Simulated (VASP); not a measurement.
The system is CeMg6Mn.

```xyz
8
Lattice="4.5995 0.0000 0.0000 0.0000 3.1594 6.0821 0.0000 -3.1594 6.0821" Properties=species:S:1:pos:R:3 pbc="T T T"
Ce    2.2998    0.0000    8.6815
Mn    0.0000    0.0000    9.5090
Mg    2.2998    0.0000    1.9794
Mg    2.2998    1.5895    5.2522
Mg    2.2998   -1.5895    5.2522
Mg    0.0000    0.0000    3.8947
Mg    0.0000    1.5440    7.0439
Mg    0.0000   -1.5440    7.0439
```

The cell comes from a database or a generator and needn't be the stable form of this composition.

```yaml
Program: VASP 6.6.1
Task: single point
Functional: PBE
Potentials_or_basis: VASP PAW PBE potentials, release 64 (Ce, Mn_pv, Mg)
Cutoff: 520 eV
k_mesh: 6 × 5 × 5
Occupations: fermi-dirac, width 0.05 eV
Spin: collinear spin, ferromagnetic start
Starting_moments: "[1.0, 4.0, 0.0, 0.0, 0.0, 0.0, 0.0, 0.0] μB"
```

On this cell: pressure 1.3 GPa; largest force 0.321 eV/Å; net moment 1.13 μB per cell; site moments Ce -0.55; Mn +1.89; Mg -0.00, -0.01 μB; band gap on the k mesh none (metal or under the smearing width).

The same run follows on a disturbed copy (atoms moved at random, drawn with an rms of 0.05 Å):

```
Ce Mn Mg
1.0
     4.59952    0.00000    0.00000
     0.00000    3.15941    6.08212
     0.00000   -3.15941    6.08212
Ce Mn Mg
1 1 6
Direct
  0.49964 0.70637 0.71770
  0.00819 0.78984 0.77700
  0.49663 0.15347 0.16581
  0.50188 0.68910 0.17574
  0.50877 0.17899 0.68727
  0.00571 0.31520 0.32234
  0.99928 0.81111 0.34228
  0.99585 0.33508 0.82982
```

Task: What does the disturbed cell give?

Result: The energy (extrapolated to zero smearing) moves by +0.7 meV/atom; pressure 1.5 GPa; largest force 0.312 eV/Å; net moment 1.19 μB per cell; site moments Ce -0.56; Mn +1.97; Mg -0.00, -0.01 μB; band gap on the k mesh none (metal or under the smearing width).

Forces in eV/Å, atoms in the order of the input:
```
Ce  -0.160  0.185 -0.074
Mn   0.123 -0.133  0.254
Mg   0.078 -0.041 -0.013
Mg  -0.012 -0.155 -0.010
Mg  -0.130  0.104 -0.036
Mg  -0.069  0.046 -0.011
Mg   0.014  0.095  0.019
Mg   0.155 -0.101 -0.129
```

Stress tensor (GPa, compression positive):
```
 2.99  0.06  0.28
 0.06  0.55 -0.14
 0.28 -0.14  0.84
```

Caveats: the magnetic or orbital state may not be the lowest; spin-orbit coupling is left out, which moves the levels of the heavy elements; without U or exact exchange the open f shell lies at the Fermi level, which spoils levels, moments and volumes.
